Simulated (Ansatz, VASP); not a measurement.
**One calculation of Sn2I, two programs**

```
CELL_PARAMETERS angstrom
8.44695 0.00000 0.00000
0.00000 8.44695 0.00000
0.00000 0.00000 3.50485
ATOMIC_POSITIONS crystal
Sn 0.25629 0.25629 0.00000
Sn 0.24371 0.75629 0.50000
Sn 0.74371 0.74371 0.00000
Sn 0.75629 0.24371 0.50000
I 0.00000 0.00000 0.00000
I 0.50000 0.50000 0.50000
```

Alike in both runs: functional PBE; k mesh 2 × 2 × 6; occupations gaussian, width 0.1 eV; no spin polarisation.

Ansatz relaxed the structure, and its values are those at the end. VASP's run is a single point on that final structure, the one shown.

```csv
,VASP,Ansatz
version,VASP 6.6.1,Ansatz 0.2.0
potentials or method,"VASP PAW PBE potentials, release 64 (Sn_d, I)","scalar-relativistic, plane waves, PAW"
plane-wave cutoff (eV),520,420
valence electrons in the cell,70,90
```

```csv
,VASP,Ansatz,Ansatz less VASP
gap on the k mesh at the Fermi level (eV),none,none,-
pressure (GPa),-0.1,-0.1,+0.03
```

A gap of «none» marks a metal or a gap that the smearing closes. The two sets of potentials don't hold the same shells in valence.

Caveats: the k mesh is coarse (spacing up to 0.37 Å⁻¹), so the values aren't converged. Spin-orbit coupling is left out, which matters for the levels of I.
